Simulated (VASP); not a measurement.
A convergence study with VASP on GaSb (zinc blende): one setting is varied, all else stays as given below, so the limit is that of these other settings. Each run relaxes cell and ions from the cell shown. The basis is that of the starting cell, so low cut-offs carry a Pulay error.

```xyz
2
Lattice="0.0000 3.0500 3.0500 3.0500 0.0000 3.0500 3.0500 3.0500 0.0000" Properties=species:S:1:pos:R:3 pbc="T T T"
Ga     0.0000     0.0000     0.0000
Sb     1.5250     1.5250     1.5250
```

These are PBEsol GGA, VASP's PBE PAW potentials (set 64) (plane waves; VASP) values and carry that method's errors. The tightest run used: 700 eV cut-off, 6×6×6 Γ-centred mesh, Gaussian smearing of 0.050 eV, potentials Ga_d Sb.

Question: The settings run are ENCUT = 200; ENCUT = 250; ENCUT = 300; ENCUT = 350; ENCUT = 400; ENCUT = 450; ENCUT = 500; ENCUT = 550; ENCUT = 600; ENCUT = 650; ENCUT = 700. From which on does the relaxed volume stay within 0.1 Å³/atom of the tightest run?

Answer: From ENCUT = 300 on: it is off by 0.043 there and by no more than 0.1 in any finer run, while ENCUT = 250 is off by 1.080.
```
setting      relaxed volume (Å³/atom)  E (eV/atom)  plane waves  difference judged (Å³/atom)
-----------  ------------------------  -----------  -----------  ---------------------------
ENCUT = 200                    24.516      -4.1250          375                        4.114
ENCUT = 250                    27.551      -4.0582          531                        1.080
ENCUT = 300                    28.587      -4.0609          692                        0.043
ENCUT = 350                    28.576      -4.0604          869                        0.054
ENCUT = 400                    28.548      -4.0601         1056                        0.082
ENCUT = 450                    28.594      -4.0606         1247                        0.037
ENCUT = 500                    28.632      -4.0609         1459                        0.002
ENCUT = 550                    28.632      -4.0609         1687                        0.001
ENCUT = 600                    28.624      -4.0609         1917                        0.006
ENCUT = 650                    28.624      -4.0609         2158                        0.006
ENCUT = 700                    28.630      -4.0610         2421                        0.000
```

Left out are rungs that failed or repeat a setting and relaxations that didn't move; long series are thinned to 24 rows.

The compound is GaSb in the zinc blende structure.
